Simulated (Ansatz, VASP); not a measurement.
# NbP in two plane-wave programs, part 2 of 2

Aim: how closely do two programs agree when they are given the same cell, functional and k mesh? The cell is taken from a series of VASP runs on this material, whose earlier steps may have relaxed, scaled or displaced it; both programs get it as it stands.

VASP 6.6.1 and Ansatz 0.2.0.

So far: Set-up; VASP: zone-centre phonons, LDA.

## 2. VASP: zone-centre phonons, LDA (continued)

Level of this step: LDA; plane waves and PAW (Nb_sv, P) (VASP).

Numbers of over 12 decimals in the logs are rounded to 6 here.

Parts of OUTCAR (step 2):

```text
ion  position               nearest neighbor table
   1  0.250  0.750  0.500-   4 2.50   4 2.50   3 2.51   3 2.51   3 2.51   3 2.51
   2  0.500  0.500  0.000-   3 2.50   3 2.50   4 2.51   4 2.51   4 2.51   4 2.51
   3  0.832  0.332  0.500-   2 2.50   2 2.50   1 2.51   1 2.51   1 2.51   1 2.51
   4  0.082  0.082  0.000-   1 2.50   1 2.50   2 2.51   2 2.51   2 2.51   2 2.51

  LATTYP: Found a body centered tetragonal cell.
 ALAT       =     3.3019873770
 C/A-ratio  =     3.4002494434

 Subroutine GETGRP returns: Found  8 space group operations
 (whereof  4 operations were pure point group operations)

The static configuration has the point symmetry C_2v.
 The point group associated with its full space group is C_4v.

 Found    244 irreducible k-points:

   k-points           NKPTS =    244   k-points in BZ     NKDIM =    244   number of bands    NBANDS=     24

   dimension x,y,z NGX =    42 NGY =   42 NGZ =   42
   dimension x,y,z NGXF=    84 NGYF=   84 NGZF=   84

   ENCUT  =  450.0 eV  33.07 Ry    5.75 a.u.  10.52 10.52 10.52*2*pi/ulx,y,z

   NELECT =      36.0000    total number of electrons

 k-points in reciprocal lattice and weights: Automatic mesh
   0.00000000  0.00000000  0.00000000       0.000
   0.07142857  0.00000000 -0.00000000       0.003
   0.14285714  0.00000000 -0.00000000       0.003
   0.21428571  0.00000000 -0.00000000       0.003
   0.28571429  0.00000000 -0.00000000       0.003
   0.35714286  0.00000000 -0.00000000       0.003
   0.42857143  0.00000000 -0.00000000       0.003
   0.50000000  0.00000000 -0.00000000       0.001
   0.07142857  0.07142857 -0.00000000       0.003
[...]
-0.42857143 -0.42857143  0.42857143       0.001
   0.50000000  0.50000000  0.50000000       0.000

 average (electrostatic) potential at core
       1 -77.1495       2 -77.1495       3 -78.2923       4 -78.2923

  Total        0.0034309      0.0034309     -0.0043513      0.0000000      0.0000000      0.0000000
  in kB        0.0898074      0.0898074     -0.1138987      0.0000000      0.0000000      0.0000000
  external PRESSURE =       0.0219053 kB  Pullay stress =       0.0000000 kB

  energy-cutoff  :      450.00
  volume of cell :       61.21
      direct lattice vectors                 reciprocal lattice vectors
    -1.650993689  1.650993689  5.613790370     0.000000000  0.302847917  0.089066382
     1.650993689 -1.650993689  5.613790370     0.302847917  0.000000000  0.089066382
     1.650993689  1.650993689 -5.613790370     0.302847917  0.302847917  0.000000000

 POSITION                                       TOTAL-FORCE (eV/Angst)
 -----------------------------------------------------------------------------------
      1.65099      0.00000      2.80899        -0.000000      0.000000      0.000993
      0.00000      0.00000      5.61589         0.000000     -0.000000      0.000993
     -0.00000      1.65099      3.73251         0.000000     -0.000000     -0.000993
      0.00000      0.00000      0.92562        -0.000000      0.000000     -0.000993
 -----------------------------------------------------------------------------------
    total drift:                                0.000000      0.000000     -0.000173

 Eigenvectors and eigenvalues of the dynamical matrix
 ----------------------------------------------------

   1 f  =   11.871576 THz    74.591313 2PiTHz  395.993156 cm-1    49.096872 meV
             X         Y         Z           dx          dy          dz
      1.650994  0.000000  2.808994     0.000000   -0.000000   -0.018179
      0.000000  0.000000  5.615890     0.000000    0.000000    0.018179
     -0.000000  1.650994  3.732515     0.000000    0.000000   -0.706873
      0.000000  0.000000  0.925620    -0.000000   -0.000000    0.706873

   2 f  =   11.447785 THz    71.928551 2PiTHz  381.856988 cm-1    47.344211 meV
             X         Y         Z           dx          dy          dz
      1.650994  0.000000  2.808994     0.000000   -0.000000    0.353564
      0.000000  0.000000  5.615890     0.000000    0.000000    0.353564
     -0.000000  1.650994  3.732515     0.000000    0.000000   -0.612367
      0.000000  0.000000  0.925620    -0.000000   -0.000000   -0.612367

   3 f  =   11.038700 THz    69.358196 2PiTHz  368.211389 cm-1    45.652373 meV
             X         Y         Z           dx          dy          dz
      1.650994  0.000000  2.808994    -0.080400   -0.312672    0.000000
      0.000000  0.000000  5.615890    -0.164795   -0.152546    0.000000
     -0.000000  1.650994  3.732515    -0.004769    0.813319   -0.000000
      0.000000  0.000000  0.925620     0.428663   -0.009048   -0.000000

   4 f  =   11.038700 THz    69.358196 2PiTHz  368.211389 cm-1    45.652373 meV
             X         Y         Z           dx          dy          dz
      1.650994  0.000000  2.808994    -0.152546    0.164795    0.000000
      0.000000  0.000000  5.615890    -0.312672    0.080400    0.000000
     -0.000000  1.650994  3.732515    -0.009048   -0.428663   -0.000000
      0.000000  0.000000  0.925620     0.813319    0.004769   -0.000000

   5 f  =   10.136324 THz    63.688399 2PiTHz  338.111359 cm-1    41.920447 meV
             X         Y         Z           dx          dy          dz
      1.650994  0.000000  2.808994     0.517364   -0.021655    0.000000
      0.000000  0.000000  5.615890    -0.081658    0.137199   -0.000000
     -0.000000  1.650994  3.732515    -0.810404    0.015017    0.000000
      0.000000  0.000000  0.925620     0.056629   -0.214910    0.000000

   6 f  =   10.136324 THz    63.688399 2PiTHz  338.111359 cm-1    41.920447 meV
             X         Y         Z           dx          dy          dz
      1.650994  0.000000  2.808994    -0.137199   -0.081658    0.000000
      0.000000  0.000000  5.615890     0.021655    0.517364   -0.000000
     -0.000000  1.650994  3.732515     0.214910    0.056629    0.000000
      0.000000  0.000000  0.925620    -0.015017   -0.810404    0.000000

   7 f  =    7.793618 THz    48.968743 2PiTHz  259.967098 cm-1    32.231798 meV
             X         Y         Z           dx          dy          dz
      1.650994  0.000000  2.808994     0.000000   -0.000000   -0.706873
      0.000000  0.000000  5.615890     0.000000    0.000000    0.706873
     -0.000000  1.650994  3.732515    -0.000000    0.000000    0.018179
      0.000000  0.000000  0.925620    -0.000000    0.000000   -0.018179

   8 f  =    5.703597 THz    35.836755 2PiTHz  190.251505 cm-1    23.588170 meV
             X         Y         Z           dx          dy          dz
      1.650994  0.000000  2.808994     0.090145   -0.694217    0.000000
      0.000000  0.000000  5.615890    -0.114344    0.547295   -0.000000
     -0.000000  1.650994  3.732515     0.067232   -0.159693   -0.000000
      0.000000  0.000000  0.925620    -0.026303    0.408186    0.000000

   9 f  =    5.703597 THz    35.836755 2PiTHz  190.251505 cm-1    23.588170 meV
             X         Y         Z           dx          dy          dz
      1.650994  0.000000  2.808994     0.547295    0.114344   -0.000000
      0.000000  0.000000  5.615890    -0.694217   -0.090145    0.000000
     -0.000000  1.650994  3.732515     0.408186    0.026303    0.000000
      0.000000  0.000000  0.925620    -0.159693   -0.067232    0.000000

  10 f/i=    0.000131 THz     0.000823 2PiTHz    0.004369 cm-1     0.000542 meV
             X         Y         Z           dx          dy          dz
      1.650994  0.000000  2.808994     0.000000    0.000000   -0.612367
      0.000000  0.000000  5.615890     0.000000    0.000000   -0.612367
     -0.000000  1.650994  3.732515     0.000000    0.000000   -0.353564
      0.000000  0.000000  0.925620     0.000000    0.000000   -0.353564

  11 f/i=    0.014140 THz     0.088843 2PiTHz    0.471652 cm-1     0.058477 meV
             X         Y         Z           dx          dy          dz
      1.650994  0.000000  2.808994    -0.304229    0.530244   -0.000000
      0.000000  0.000000  5.615890    -0.302937    0.532506   -0.000000
     -0.000000  1.650994  3.732515    -0.175958    0.307150   -0.000000
      0.000000  0.000000  0.925620    -0.175480    0.307988   -0.000000

  12 f/i=    0.014140 THz     0.088843 2PiTHz    0.471652 cm-1     0.058477 meV
             X         Y         Z           dx          dy          dz
      1.650994  0.000000  2.808994    -0.532506   -0.302937   -0.000000
      0.000000  0.000000  5.615890    -0.530244   -0.304229   -0.000000
     -0.000000  1.650994  3.732515    -0.307988   -0.175480   -0.000000
      0.000000  0.000000  0.925620    -0.307150   -0.175958   -0.000000

 ELASTIC MODULI CONTR FROM IONIC RELAXATION (kBar)
 Direction    XX          YY          ZZ          XY          YZ          ZX
 --------------------------------------------------------------------------------
 XX        -120.1974     43.0173     95.9940      0.0000      0.0000      0.0000
 YY          43.0173   -120.1974     95.9940      0.0000      0.0000     -0.0000
 ZZ          95.9940     95.9940   -238.7878      0.0000     -0.0000     -0.0000
 XY           0.0000      0.0000      0.0000      0.0000      0.0000      0.0000
 YZ           0.0000      0.0000     -0.0000      0.0000   -532.3240     -0.0000
 ZX           0.0000     -0.0000     -0.0000      0.0000     -0.0000   -529.4874
 --------------------------------------------------------------------------------
```

## 3. Ansatz: zone-centre phonons, LDA

Ansatz runs on its default PAW (the set named soft_2) files.

The same cell, functional (in two slightly different forms), mesh and smearing now go to Ansatz, which takes its cutoff from its data sets.

input.yaml reads:

```yaml
crystal:
  lattice:
    - [-1.6509936885, 1.6509936885, 5.6137903703]
    - [1.6509936885, -1.6509936885, 5.6137903703]
    - [1.6509936885, 1.6509936885, -5.6137903703]
  atoms:
    - { symbol: Nb, position: [0.2501869779, 0.7501869779, 0.5] }
    - { symbol: Nb, position: [0.5001869779, 0.5001869779, 0.0] }
    - { symbol: P, position: [0.8324415921, 0.3324415921, 0.5] }
    - { symbol: P, position: [0.0824415921, 0.0824415921, 0.0] }
hamiltonian:
  xc: lda
  pseudopotentials: { kind: paw }
kpoints:
  mp_grid: { grid: [14, 14, 14] }
scf:
  occupations: { method: gaussian, width: 0.05 }
phonons:
  method: dfpt
  qpoints: [[0, 0, 0]]
```

On the command line:

```
$ ansatz run input.yaml --threads 4 --pin off --max-ram 9216MiB --backend cpu --events-out ev --progress --plain --runs-dir out
```

Output:

```text
zone centre: on kpoints.mp_grid the ground state, and the responses unless they are solved on pairs of k-points, stand on 428 of the mesh's 2744 k-points, reduced under 4 symmetry operations, with k and −k counted as one. Each operation leaves every solved displacement unchanged or reverses it
Engine: ansatz 0.2.0, aarch64-unknown-linux-gnu
Pseudopotentials: kind: paw
Pseudopotential: Nb, paw, valence charge 13, recommended cutoff 420 eV (normal), Nb.paw.azcp
Pseudopotential: P, paw, valence charge 5, recommended cutoff 420 eV (normal), P.paw.azcp
Functional definition: SPW92
  exchange = slater_x
  correlation = pw_c
Crystal: 4 atoms, lattice volume = 61.208 Å³
Basis set: ecut = 420 eV, 1207 PW (Γ), exchange–correlation on 96×96×96 points (8 copies of the dense FFT grid, shifted against one another)
Bands: 22, of which v1, the nominal top of the filled ones, is band 18 counted from 1 (17 counted from 0)
Symmetry: 8 space group operations
k-points: 428 of 2744 (irreducible under 4 space group operations, time reversal used)
Non-local potential: Nb, projectors of the file, l = 0: 3, l = 1: 2, l = 2: 2, l = 3: 1
Non-local potential: P, projectors of the file, l = 0: 2, l = 1: 2, l = 2: 2
PAW form: soft (Blöchl's): semilocal exchange-correlation on the pseudo side does not see the compensation charge
PAW frozen core: Nb, regenerated for the run's functional, and the local potential with it (the file was generated under x = pbe(κ = 0.804, μ = 0.219515), c = pbe(β = 0.066725))
PAW frozen core: P, regenerated for the run's functional, and the local potential with it (the file was generated under x = pbe(κ = 0.804, μ = 0.219515), c = pbe(β = 0.066725))
PAW one-centre angular grid: Nb, 590 points (default); XC on 64 Gauss nodes
PAW one-centre angular grid: P, 110 points (default); XC on 64 Gauss nodes
Initial density: superposition of atomic densities (neutral atoms: chi_scale 0, normalization atom), corrected by the library's trained network
Initial wavefunctions: pseudopotential atomic-orbital guess
Functional: x = slater, c = lda
SCF iter   1: F=—  HF=-10341.591617 eV  |F-HF|=—  |Δ(HF+E_count)|=         —  Δρ=1.00e-2  dr2=3.09e-2  ethr=1.77e-3  ⟨swp⟩=6.0  Hψ=47695  notcnv=0
preconditioner: auto → Kerker (q_TF=auto, 2.497 Å⁻¹)  [metal: Δε(μ)=0.017 eV  Ē_g=6.724 eV  σ=0.050 eV  W_gap=0.19  n_scr=12 (ndim 8)  ℏωp=21.2 eV  f_vac=0.000  D(μ)=0.55/eV (n_scr^D=2)]
SCF iter   2: F=—  HF=-10341.586470 eV  |F-HF|=—  |Δ(HF+E_count)|=   5.15e-3  Δρ=5.53e-3  dr2=9.11e-3  ethr=8.58e-5  ⟨swp⟩=1.2  Hψ=12942  notcnv=0
SCF iter   3: F=—  HF=-10341.584597 eV  |F-HF|=—  |Δ(HF+E_count)|=   1.87e-3  Δρ=6.69e-4  dr2=2.80e-4  ethr=2.53e-5  ⟨swp⟩=2.5  Hψ=13451  notcnv=0
SCF iter   4: F=—  HF=-10341.584519 eV  |F-HF|=—  |Δ(HF+E_count)|=   7.89e-5  Δρ=1.43e-4  dr2=1.30e-5  ethr=7.77e-7  ⟨swp⟩=2.3  Hψ=13044  notcnv=0
SCF iter   5: F=—  HF=-10341.584515 eV  |F-HF|=—  |Δ(HF+E_count)|=   3.08e-6  Δρ=2.51e-5  dr2=3.71e-7  ethr=3.62e-8  ⟨swp⟩=2.2  Hψ=13208  notcnv=0
SCF iter   6: F=—  HF=-10341.584500 eV  |F-HF|=—  |Δ(HF+E_count)|=   1.56e-5  Δρ=4.33e-6  dr2=8.94e-9  ethr=1.03e-9  ⟨swp⟩=2.2  Hψ=13625  notcnv=0
SCF iter   7: F=—  HF=-10341.584500 eV  |F-HF|=—  |Δ(HF+E_count)|=  8.42e-10  Δρ=8.11e-7  dr2=3.83e-10  ethr=2.48e-11  ⟨swp⟩=2.5  Hψ=16374  notcnv=0
SCF iter   8: F=—  HF=-10341.584500 eV  |F-HF|=—  |Δ(HF+E_count)|=  3.27e-11  Δρ=1.48e-7  dr2=1.76e-11  ethr=1.06e-12  ⟨swp⟩=2.0  Hψ=13100  notcnv=0
SCF iter   9: F=-10341.584500 eV  HF=-10341.584500 eV  |F-HF|=0.00e0  |Δ(HF+E_count)|=  9.09e-12  Δρ=2.92e-8  dr2=6.36e-13  ethr=1.00e-12  ⟨swp⟩=5.0  Hψ=38636  notcnv=0
SCF 1 converged in 9 iterations: F = -10341.584500 eV  dr2 = 6.36e-13
  greatest PAW one-centre occupation: 0.997 electrons in one spin orbital (limit 2), on the Nb atom at site 0 (counted from 0), in its partial waves of l = 0
DFPT response loops at Γ: preconditioner auto → Kerker (q_TF=auto, 2.497 Å⁻¹) (partly filled bands, converged f_vac=0.000); β = 1.00, the filter's whole step (`scf.mixing.beta` (0.50) is not read by the response loops under this deck's `scf.mixing.preconditioner`; to damp them name `kerker` or `kerker_dos`, under which they read `scf.mixing.beta`, and type it under 1.00, their step now; both keys bind the ground state too); Broyden in place of MSR1
SCF converged after 9 iterations
Free energy (F): -10341.584500 eV
Harris-Foulkes:  -10341.584500 eV  (|F-HF|=0.00e0)
Internal energy: -10341.583814 eV  (E = F + TS)
E sigma→0 (E₀):  -10341.584157 eV
Entropy (-TS):   -0.000686 eV (-0.171 meV/atom)
Fermi energy:    15.515841 eV
--- Per-component energies (eV) ---
  E_band       = -121.902909
  E_kinetic    = 941.604603
  E_local      = -1679.745286  (includes V_loc(G=0)·N_el)
  E_nonlocal   = 317.521155
  E_hartree    = 545.623754
  E_xc         = -477.010733
  E_vxc        = -554.553078  (∫ρ·V_xc dr)
  E_paw        = -7010.300640  (= ΣΔE_a)
  E_vpaw       = -237.977814  (= ΣTr[D̂ρ^β])
  E_aug_tail   = 0.000019  (compensation charges beyond the density's cutoff)
  E_ewald      = -2980.362778
  E_core_change = 1.086092  (= ΣΔE_core)
  E_smearing   = -0.000686  (= −TS)
  E_closure    = 0.000000  (closes the sum)
  Σ components = -10341.584500   (vs F -10341.584500, Δ=0.00e0)
--- Band table (eV; the first three rows and the last of 428) ---
  k-point 0: bands = [... 14 lower, 13.2469, 13.7168, 14.1435, 14.1435, 16.3405, 17.1981, 18.3513, 18.8325]
  k-point 1: bands = [... 14 lower, 13.2017, 13.5970, 14.1307, 14.2619, 16.1160, 16.8483, 18.3437, 18.4845]
  k-point 2: bands = [... 14 lower, 12.9062, 13.7361, 14.4453, 14.5455, 15.8413, 16.1056, 18.0516, 18.5710]
  k-point 427: bands = [... 14 lower, 12.6992, 12.6992, 15.0558, 15.0558, 16.7387, 16.7387, 17.9900, 17.9900]
--- Phonons (Γ-DFPT): 6 representative perturbations + reference, on 428 of 2744 k-points (Σ response iterations 18) ---
  k mesh reduced under 4 symmetry operations, with k and −k counted as one. Each operation leaves every solved displacement unchanged or reverses it
  ASR residual: 2.749e-5 → 0.000e0 eV/Å²; symmetrization residual: 3.260e-6 eV/Å²
  ASR residual per site (eV/Å²): 2.75e-5 2.75e-5 2.19e-5 2.19e-5
  Γ frequencies (cm⁻¹): 0.00 0.00 0.00 189.20 189.20 259.36 337.58 337.58 365.58 365.58 381.67 396.17
  non-analytic LO–TO correction: not included (Born effective charges unavailable; polar crystals: no LO–TO splitting at Γ)
--- Phonons (arbitrary-q DFPT): 1 explicit q-point ---
  q = [0, 0, 0] (of the zone-centre solve; hermiticity 3.68e-7, symmetrization 9.85e-15): 0.00 0.00 0.00 189.20 189.20 259.36 337.58 337.58 365.58 365.58 381.67 396.17
  sum rule: each row above includes the acoustic sum rule's correction from the zone centre's row sums; it moved no ω² by more than (0.44 cm⁻¹)²
```

Elapsed: 3.4 min, on 4 threads of Arm Neoverse V1, shared host; peak memory 2 GiB.

## 4. Differences

Known differences besides the potentials themselves: the two LDA forms differ slightly; the cutoff is 420 eV in Ansatz and 450 eV in VASP; VASP's log shows a relativistic correction to its local exchange, Ansatz's none. Total energies have different zeros and are not compared.

Both answers:

```
                  quantity  Ansatz   VASP  difference
optical mode 1 to 2 (cm⁻¹)   189.2  190.3     -0.55 %
     optical mode 3 (cm⁻¹)   259.4  260.0     -0.23 %
optical mode 4 to 5 (cm⁻¹)   337.6  338.1     -0.16 %
optical mode 6 to 7 (cm⁻¹)   365.6  368.2     -0.71 %
     optical mode 8 (cm⁻¹)   381.7  381.9     -0.05 %
     optical mode 9 (cm⁻¹)   396.2  396.0     +0.04 %
```

Modes are paired by rising frequency and degeneracy, not by their patterns, so a pair may still set unlike modes beside each other.

## 5. Outcome

| Quantity | Value |
| --- | --- |
| r.m.s. difference of the optical zone-centre modes, each program's sorted by frequency (zone-centre phonons, LDA) | 1.4 cm⁻¹ |
| difference in optical mode 6 to 7 (zone-centre phonons, LDA) | -0.7 % |

What this shows: The r.m.s. difference of the optical zone-centre modes, each program's sorted by frequency is 1.4 cm⁻¹ (zone-centre phonons, LDA). Among the rows given in per cent, the largest difference of the zone-centre phonons, LDA pair is in optical mode 6 to 7, -0.7 %. How closely two codes agree says nothing of how well the functional describes the real material.

[Lines on the potential files, build, host, timing and source positions are cut from VASP's logs without a mark.]

[Logs are printed without paths, hosts, clocks, repeated set-up lines and the standing remarks that a program may print on its own settings, such as how far it seeks lower states.]

[Hosts, paths, dates, database ids (printed as entryN), source tags and the programs' standing remarks are cut or masked in the printed files.]
